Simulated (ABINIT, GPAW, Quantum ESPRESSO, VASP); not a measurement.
## One structure in several programs: SnO (P4/nmm, 4 atoms in the cell)

Self-consistent single point.

```
CELL_PARAMETERS angstrom
      3.79126     0.00000     0.00000
      0.00000     3.79126     0.00000
      0.00000     0.00000     4.82887
ATOMIC_POSITIONS crystal
  Sn 0.50000 0.00000 0.76200
  Sn 0.00000 0.50000 0.23800
  O  0.50000 0.50000 0.00000
  O  0.00000 0.00000 0.00000
```

All programs got the same cell, k-point mesh and kind of occupations (in VASP's words: KPOINTS grid = 7 7 6; KPOINTS shift = 0 0 0; ISMEAR = -1; SIGMA = 0.02 eV); potentials, basis and cutoffs are each program's usual ones.

```csv
code,model,pressure (GPa),largest force (eV/Å),gap on the mesh (eV),cutoff
VASP,"PBE, VASP's PBE PAW potentials (set 64)",2.59,0.567,0.241,400 eV
Quantum ESPRESSO,"PBE, GBRV 1.5 ultrasoft (PBE) pseudopotentials",5.24,0.527,0.242,40 Ry
GPAW,"PBE, GPAW PAW datasets PBE (gpaw-data 1.0.1)",–,0.424,0.232,900 eV
ABINIT,"PBE, norm-conserving pseudopotentials (PseudoDojo nc-sr-05 PBE standard)",5.07,0.477,0.232,1143 eV
```

A dash marks a value that a program does not give, or that is left out as unsure.

Gaps are read on the mesh. Another mesh or the band path gives a smaller gap, so these values are not converged in the mesh.

The spread over the programs that give each value: pressure within 2.65 GPa; largest force within 0.143 eV/Å; gap on the mesh within 0.010 eV.

The starting cell has typed, rounded lattice constants, without a prior relaxation at this level. Its lattice was rescaled by a random factor within 2.5 % of one.

### Question
Why do the programs differ, and what cannot be compared?

### Answer
Differences of this kind can come from the potentials, where these differ, and from what each basis and cutoff leave unconverged. The zero of total energies and Fermi levels follows the potentials and each program's conventions, so they are not compared here. The pressure of GPAW is left out: its cutoff lies under the one at which its stress was checked. In the pressure, VASP (by 2.48) lies more than 1 GPa from the median of the plane-wave programs.

VASP's run is marked for a possible Pulay error in its stress at this cutoff; no cutoff test was made.

Left out of this page: Ansatz, CP2K, Elk, FLEUR and SIESTA (not drawn, or without a comparable value).
